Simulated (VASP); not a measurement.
# TiB (relaxed from the wurtzite structure, space group P6_3/mmc): computed properties

Method: PBE GGA, VASP's PBE PAW potentials (set 64) (plane waves; VASP).

For TiB, the space group is P6_3/mmc (194). The cell is a = 3.8645 Å, b = 3.8645 Å, c = 4.4527 Å, α = 90.00°, β = 90.00°, γ = 120.00°. The volume per atom is 14.40 Å³/atom and the band gap (over mesh and band path) is none (metal, semimetal or under 0.01 eV). The density comes out as 3.38 g/cm³.

Space group P6₃/mmc (No. 194); a = 3.864 Å, b = 3.864 Å, c = 4.453 Å, α = 90.00°, β = 90.00°, γ = 120.00°

| atom | site | symmetry | x | y | z |
|---|---|---|---|---|---|
| Ti | 2d | -6m2 | 0.6667 | 0.3333 | 0.2500 |
| B | 2c | -6m2 | 0.3333 | 0.6667 | 0.2500 |

The structure was generated: TiB was put into the wurtzite type (P6_3mc), which need not be its known phase. It was relaxed first, which changed the volume by -36 %. The relaxed cell has space group P6_3/mmc. Symmetry was kept, so distortions that lower it aren't found.
